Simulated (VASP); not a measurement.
# CH₂BrF, relaxation of the atoms: which settings are enough?

CH₂BrF, molecule in box, 5 atoms in the cell. PBE, relaxation of the atoms; PAW potentials F, C, Br, H (PBE set). VASP 6.6.1.

Wanted: energy within 1 meV/atom; two shortest distances of each atom within 0.01 Å.

POSCAR:
```
H2CBrF
1.0
   12.0000000000      0.0000000000      0.0000000000
    0.0000000000     11.0000000000      0.0000000000
    0.0000000000      0.0000000000     11.0000000000
F C Br H
1 1 1 2
Direct
    0.5932730000      0.5899960000      0.5084980000
    0.5390130000      0.4780320000      0.5013740000
    0.4021950000      0.4809180000      0.4161500000
    0.6030430000      0.4137000000      0.4495520000
    0.5256430000      0.4363220000      0.5862530000
```

The series start from Force threshold EDIFFG (eV/Å): -0.02; Electronic threshold EDIFF (eV): 1e-6; Relaxation method: conjugate gradient, POTIM 0.5; Mixing and least electronic steps: default. Each series keeps the choices made before it, and each single choice may use up half of a tolerance.

## Force threshold EDIFFG (eV/Å)

| Force threshold EDIFFG (eV/Å) | Energy less reference (meV/atom) | Two shortest distances of each atom, largest deviation (Å) | Time (s) |
|---|---|---|---|
| -0.1 | 0.6 | 0.011 | 37 |
| -0.05 | 0.4 | 0.001 | 44 |
| -0.03 | 0.4 | 0.001 | 47 |
| -0.02 | 0.4 | 0.001 | 58 |
| -0.01 | 0.4 | 0.001 | 47 |
| -0.005 (reference) | 0.0 | 0.000 | 186 |
| -0.002 | no result | no result | 204 |

Chosen: -0.05, the loosest value from which every tighter one stays within half of the tolerance (runs without a result left aside).

## Electronic threshold EDIFF (eV)

| Electronic threshold EDIFF (eV) | Energy less reference (meV/atom) | Two shortest distances of each atom, largest deviation (Å) | Time (s) |
|---|---|---|---|
| 0.001 | 0.0 | 0.001 | 19 |
| 0.0001 | 0.0 | 0.001 | 26 |
| 1e-5 | 0.0 | 0.001 | 32 |
| 1e-6 | 0.0 | 0.000 | 44 |
| 1e-7 (reference) | 0.0 | 0.000 | 57 |

Chosen: 0.001, the loosest value from which every tighter one stays within half of the tolerance.

## Relaxation method

| Relaxation method | Energy less reference (meV/atom) | Two shortest distances of each atom, largest deviation (Å) | Time (s) |
|---|---|---|---|
| conjugate gradient, POTIM 0.5 | 0.0 | 0.000 | 19 |
| conjugate gradient, POTIM 0.2 | 0.0 | 0.003 | 16 |
| conjugate gradient, POTIM 1.0 | 0.1 | 0.008 | 20 |
| quasi-Newton, POTIM 0.5 | 0.0 | 0.004 | 14 |
| quasi-Newton, POTIM 0.3, 10 steps kept | 0.0 | 0.001 | 12 |
| quasi-Newton, POTIM 0.5, at least 5 electronic steps | 0.1 | 0.005 | 15 |
| damped dynamics, POTIM 0.2, SMASS 0.4 | 0.0 | 0.001 | 26 |
| damped dynamics, POTIM 0.4, SMASS 0.8 | no result | no result | 1626 |
| velocity quench, POTIM 0.1 | 0.1 | 0.005 | 14 |

Chosen: quasi-Newton, POTIM 0.3, 10 steps kept, the fastest of those that stay within half of the tolerance.

## Mixing and least electronic steps

| Mixing and least electronic steps | Energy less reference (meV/atom) | Two shortest distances of each atom, largest deviation (Å) | SCF iterations | Time (s) |
|---|---|---|---|---|
| default | 0.0 | 0.000 | 37 | 12 |
| MAXMIX 40 | 0.0 | 0.001 | 40 | 13 |
| NELMIN 4 | 0.1 | 0.009 | 35 | 10 |
| NELMIN 4, MAXMIX 40 | 0.1 | 0.007 | 43 | 12 |
| ALGO Fast | 0.0 | 0.002 | 36 | 11 |

Chosen: default; no other choice that stays within half of the tolerance saves 30 % of the time.

## All choices together

| Input | Energy less reference (meV/atom) | Two shortest distances of each atom, largest deviation (Å) | Time (s) |
|---|---|---|---|
| program defaults (naive) | 0.5 | 0.009 | 26 |
| chosen settings | 0.4 | 0.001 | 12 |
| reference settings throughout | 0.0 | 0.000 | 151 |

The tolerance is met.

## The input

INCAR:
```
PREC = Normal
ENCUT = 400
EDIFF = 0.001
ISMEAR = 0
SIGMA = 0.01
ISYM = 0
LREAL = F
LASPH = T
NELM = 100
ALGO = Normal
LWAVE = F
LCHARG = F
IBRION = 1
NSW = 150
ISIF = 2
EDIFFG = -0.05
POTIM = 0.3
KPAR = 1
NFREE = 10
```

KPOINTS:
```
k-points
0
Gamma
  1 1 1
```

Commands:
```
cat potpaw_PBE.64/F/POTCAR potpaw_PBE.64/C/POTCAR potpaw_PBE.64/Br/POTCAR potpaw_PBE.64/H/POTCAR > POTCAR
mpirun -np 4 vasp_gam > vasp.out
```

The naive input happens to agree within the tolerance here, in 26 s.

The chosen input took VASP 6.6.1 12 s on 4 cores (Intel Xeon 6975P-C (Granite Rapids)), a shared host.

## An input that fails: no relaxation method typed, so the run becomes molecular dynamics without a time step

VASP's message: Fatal error! IBRION=0, but no entry for POTIM on file INCAR. MUST be specified!.

Changes against the starting input:
```
- IBRION = 2
- POTIM = 0.5
```
